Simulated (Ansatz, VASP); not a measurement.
# ZrF in VASP and in Ansatz

```
CELL_PARAMETERS angstrom
1.36881 -3.05678 0.00000
1.36881 3.05678 0.00000
0.00000 0.00000 3.89041
ATOMIC_POSITIONS crystal
Zr 0.50000 0.50000 0.50000
F 0.00000 0.00000 0.00000
```

Change from the starting cell: species swapped into the MoW type (Cmmm, No. 65).

Alike in both runs: functional PBE; k mesh 22 × 22 × 14; occupations gaussian, width 0.1 eV; no spin polarisation.

Ansatz relaxed the structure, and its values are those at the end. VASP's run is a single point on that final structure, the one shown.

```csv
,VASP,Ansatz
version,VASP 6.6.1,Ansatz 0.2.0
potentials or method,"VASP PAW PBE potentials, release 64 (Zr_sv, F)","scalar-relativistic, plane waves, PAW"
plane-wave cutoff (eV),520,420
valence electrons in the cell,19,19
```

|  | VASP | Ansatz | Ansatz less VASP |
| --- | --- | --- | --- |
| gap on the k mesh at the Fermi level (eV) | none | none | - |
| pressure (GPa) | 0.0 | 0.0 | 0.00 |

A gap of «none» marks a metal or a gap that the smearing closes. The functional is the same, so the differences come from potentials, cutoffs and numerics.

Caveats: an odd number of electrons without spin polarisation forces a metal; a magnetic or distorted state may lie lower.
